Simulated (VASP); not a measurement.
All values below come from PBE GGA, VASP's PBE PAW potentials (set 64) (plane waves; VASP).

VASP ran on this input.

File KPOINTS:
```
Automatic
0
gamma
 6 6 3
0 0 0
```

INCAR:
```
NELM=100   ! most electronic steps
LREAL=.FALSE.   ! projection in real space or not
NELECT=17.9
LASPH=.TRUE.   ! aspherical one-centre terms
ENCUT=400   ! plane-wave cut-off (eV)
GGA=PE
EDIFF=1E-6   ! SCF stop (eV)
PREC=Accurate
LMAXMIX=4
ISMEAR=0
ALGO=Normal   ! blocked Davidson
LCHARG=.FALSE.
SIGMA=0.05
SYSTEM=TeSe2
LWAVE=.FALSE.
ISIF=2
```

**POSCAR**
```
TeSe2
1
    3.8856300000     0.0000000000     0.0000000000
   -1.9428150000     3.3650540000     0.0000000000
    0.0000000000     0.0000000000     6.2683270000
Te Se
1 2
Direct
  0.0000000000   0.0000000000   0.0000000000
  0.3333330000   0.6666670000   0.2520000000
  0.6666670000   0.3333330000   0.7480000000
```

POTCAR, in this order: Te Se (PBE.64 set). Program: vasp_std.

What will the output report for the number of irreducible k-points (NKPTS), number of bands (NBANDS), largest plane-wave count, number of space-group operations, FFT grid (NGX, NGY, NGZ)?

number of irreducible k-points (NKPTS): 17
number of bands (NBANDS): 13
largest plane-wave count: 1501
number of space-group operations: 12
FFT grid (NGX, NGY, NGZ): 28 × 28 × 42

The structure was generated: TeSe2 was put into the CdI2 type (P-3m1), which need not be its known phase. The cell was not relaxed at this level. The k-mesh is coarse (spacing up to 0.33 per Å, 2π included), so the numbers may not be converged in it. The run is one of a series of settings (NELECT = 17.9 against the base run), some of them coarse on purpose.
